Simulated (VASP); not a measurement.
Calculation: PBEsol GGA, VASP's PBE PAW potentials (set 64) (plane waves; VASP).

The input files of a VASP run:

### INCAR
```
SYSTEM=YGe2
PREC=Accurate; ENCUT=400; LREAL=.False.
LASPH=.True.; ICHARG=11
EDIFF=1E-7; NELM=100; ALGO=Normal
LMAXMIX=4
ISMEAR=0; SIGMA=0.05
GGA=PS
LWAVE=.False.; LCHARG=.False.; LORBIT=11
```

**POSCAR**
```
YGe2
1
   -1.7526341859     1.7526341859     4.9426781849
    1.7526341859    -1.7526341859     4.9426781849
    1.7526341859     1.7526341859    -4.9426781849
Y Ge
1 2
Direct
  1.0000000000   1.0000000000   0.0000000000
  0.3044404844   0.3044404844   1.0000000000
  0.6955595156   0.6955595156   1.0000000000
```

### KPOINTS
```
k-points along high-symmetry lines
10
Line-mode
Reciprocal
  0.000000   0.000000   0.000000 ! GAMMA
  0.000000   0.000000   0.500000 ! X

  0.000000   0.000000   0.500000 ! X
  0.250000   0.250000   0.250000 ! P

  0.250000   0.250000   0.250000 ! P
  0.000000   0.500000   0.000000 ! N

  0.000000   0.500000   0.000000 ! N
  0.000000   0.000000   0.000000 ! GAMMA

  0.000000   0.000000   0.000000 ! GAMMA
  0.500000   0.500000  -0.500000 ! M

  0.500000   0.500000  -0.500000 ! M
  0.291733   0.708267  -0.291733 ! S

 -0.291733   0.291733   0.291733 ! S_0
  0.000000   0.000000   0.000000 ! GAMMA

  0.000000   0.000000   0.500000 ! X
 -0.083466   0.083466   0.500000 ! R

  0.500000   0.500000  -0.083466 ! G
  0.500000   0.500000  -0.500000 ! M
```

POTCAR, in this order: Y_sv Ge_d (PBE.64 set). Program: vasp_std. Read from the step before: CHGCAR.

The resulting files:

### OSZICAR
```
       N       E                     dE             d eps       ncg     rms          rms(c)
DAV:   1     0.261752289528E+03    0.26175E+03   -0.17797E+04  4679   0.356E+03
DAV:   2     0.184758628735E+02   -0.24328E+03   -0.24052E+03  4196   0.630E+02
DAV:   3    -0.162844929574E+02   -0.34760E+02   -0.34401E+02  5008   0.168E+02
DAV:   4    -0.178243463315E+02   -0.15399E+01   -0.15300E+01  6036   0.352E+01
DAV:   5    -0.178724277050E+02   -0.48081E-01   -0.48076E-01  5676   0.565E+00
DAV:   6    -0.178737625240E+02   -0.13348E-02   -0.13348E-02  5850   0.730E-01
DAV:   7    -0.178737848416E+02   -0.22318E-04   -0.22318E-04  5774   0.925E-02
DAV:   8    -0.178737851978E+02   -0.35616E-06   -0.35586E-06  5801   0.120E-02
DAV:   9    -0.178737852038E+02   -0.59836E-08   -0.55581E-08  3873   0.163E-03
   1 F= -.17873785E+02 E0= -.17871174E+02  d E =-.522167E-02
```

### OUTCAR
```
 val. band max:        5.9023438121   @ k =   0.3843   0.6157  -0.3843

 cond. band min:       5.9108206285   @ k =   0.0000   0.0556   0.0000



 k-point     1 :       0.0000    0.0000    0.0000
  band No.  band energies     occupation
      1     -36.3780      2.00000
      2     -18.3685      2.00000
      3     -18.3380      2.00000
      4     -18.2359      2.00000
      5     -18.2359      2.00000
      6     -18.2278      2.00000
      7     -18.2039      2.00000
      8     -18.1987      2.00000
      9     -18.1987      2.00000
     10     -18.1927      2.00000
     11     -18.1537      2.00000
     12     -16.4388      2.00000
     13     -16.2687      2.00000
     14     -16.2687      2.00000
     15      -6.1542      2.00000
     16       0.8622      2.00000
     17       2.5315      2.00000
     18       4.8880      2.00000
     19       4.8880      2.00000
     20       5.8952      1.24928
     21       6.9825      0.00000
     22      10.4779      0.00000
     23      10.4788      0.00000

 k-point     2 :       0.0000    0.0000    0.0556
  band No.  band energies     occupation
      1     -36.3761      2.00000
      2     -18.3684      2.00000
      3     -18.3354      2.00000
      4     -18.2491      2.00000
      5     -18.2358      2.00000
      6     -18.2177      2.00000
      7     -18.2087      2.00000
      8     -18.2076      2.00000
      9     -18.1950      2.00000
     10     -18.1820      2.00000
     11     -18.1522      2.00000
     12     -16.4353      2.00000
     13     -16.2824      2.00000
     14     -16.2791      2.00000
     15      -6.0753      2.00000
     16       0.7905      2.00000
     17       2.6205      2.00000
     18       4.6377      2.00000
     19       4.7082      2.00000
     20       5.9313      0.48276
     21       7.3192      0.00000
     22       9.7436      0.00000
     23      10.6404      0.00000

 k-point     3 :       0.0000    0.0000    0.1111
  band No.  band energies     occupation
...
```

The density is held fixed in this step, so its total energy and stress have no physical meaning.

The structure was generated: YGe2 was put into the MoSi2 type (I4/mmm), which need not be its known phase. It was relaxed first. The electron count is odd and the run is not spin-polarised, which forces a metal.
